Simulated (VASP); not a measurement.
```yaml
crystal:
  lattice:
    - [0.00000, 2.72500, 2.72500]
    - [2.72500, 0.00000, 2.72500]
    - [2.72500, 2.72500, 0.00000]
  atoms:
    - { symbol: Ga, position: [0.00000, 0.00000, 0.00000] }
    - { symbol: P, position: [0.25000, 0.25000, 0.25000] }
```

Method: Bethe-Salpeter equation (Tamm-Dancoff) on G0W0 levels and PBE orbitals, VASP's PBE PAW potentials (set 64) (plane waves; VASP 6.6.1). Numerical set-up: PREC = Normal, 500 eV cut-off, 6×6×6 Γ-centred mesh, Gaussian smearing of 0.010 eV, potentials Ga_d_GW P_GW.

The mesh is coarse, so the spectrum and binding energies are not converged.

The BSE takes 3 valence and 4 conduction bands in the Tamm-Dancoff approximation; the smallest direct G0W0 gap on the mesh is 2.73 eV.

Question: Where does the first bright exciton lie on this mesh?

Answer: At 2.56 eV. Its distance from the direct gap isn't converged on a mesh this coarse and overstates the binding.

```
ħω (eV) | ε₂
     0.00 |  0.00
     0.20 |  0.03
     0.40 |  0.06
     0.60 |  0.09
     0.80 |  0.13
     1.00 |  0.17
     1.20 |  0.23
     1.40 |  0.30
     1.60 |  0.39
     1.80 |  0.54
     2.10 | # 1.02
     2.30 | ## 2.13
     2.50 | ####### 9.00
     2.70 | #### 5.47
     2.90 | ### 3.89
     3.10 | ###### 7.80
     3.30 | ############################# 36.6
     3.50 | ########################## 32.7
     3.70 | ###### 7.89
     3.90 | #### 4.82
     4.10 | ##### 6.14
     4.30 | ############### 18.6
     4.50 | ############################## 38.3
     4.70 | ############################# 37.3
     4.90 | ########################### 34.5
     5.10 | ######### 10.9
     5.30 | ##### 6.68
     5.50 | ##### 5.99
     5.70 | ### 4.28
     5.90 | ### 4.04
     6.20 | ### 3.87
     6.40 | ####### 9.10
     6.60 | #### 4.80
     6.80 | ### 4.19
     7.00 | ##### 6.06
     7.20 | #### 5.47
     7.40 | ##### 6.39
     7.60 | #### 5.55
     7.80 | #### 4.79
     8.00 | ### 3.84
```

The compound is GaP in the zinc blende structure. The cell was not relaxed at this level.
